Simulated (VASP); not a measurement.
The input files of a VASP run:

INCAR:
```
LASPH  =  .True.   ! aspherical one-centre terms
NELM  =  100
NEDOS  =  601
LCHARG  =  .True.
GGA  =  PS   ! PBEsol
ALGO  =  Normal
LORBIT  =  11   ! lm-projected
LREAL  =  .False.
LWAVE  =  .False.
ISIF  =  2   ! forces and stress, cell fixed
EDIFF  =  1E-7   ! SCF stop (eV)
PREC  =  Accurate
SYSTEM  =  Be
ENCUT  =  400
ISMEAR  =  -5
```

File POSCAR:
```
Be
1
    1.1301213818    -1.9574274841     0.0000000000
    1.1301213818     1.9574274841     0.0000000000
    0.0000000000     0.0000000000     3.5509623198
Be
2
Direct
  0.3333330000   0.6666670000   0.2500000000
  0.6666670000   0.3333330000   0.7500000000
```

### KPOINTS
```
kpoints
0
Gamma
 21 21 12
0 0 0
```

POTCAR, in this order: Be (PBE.64 set). Program: vasp_std.

Problem. Write an equivalent input for Ansatz.

Solution. One equivalent input (not run):
Ansatz 0.2 input:
```yaml
crystal:
  lattice:
    - [1.1301214, -1.9574275, 0.0000000]
    - [1.1301214, 1.9574275, 0.0000000]
    - [0.0000000, 0.0000000, 3.5509623]
  atoms:
    - { symbol: Be, position: [0.3333330, 0.6666670, 0.2500000] }
    - { symbol: Be, position: [0.6666670, 0.3333330, 0.7500000] }
kpoints:
  mp_grid: { grid: [21, 21, 12] }
hamiltonian:
  xc: pbesol
  pseudopotentials: { kind: paw }
scf:
  occupations: { method: tetrahedron }
  max_iter: 100
output: { forces: true, stress: true, eigenvalues: true }
```
Limits of the translation: each code has its own PAW files, so the cut-off isn't converted (ENCUT is set for VASP's; basis.ecutwfc is left out, and Ansatz then takes the one that its files recommend); Ansatz stops its SCF on the density residual and VASP on the energy change (EDIFF).

The compound is Be in the hcp structure. It was relaxed first.
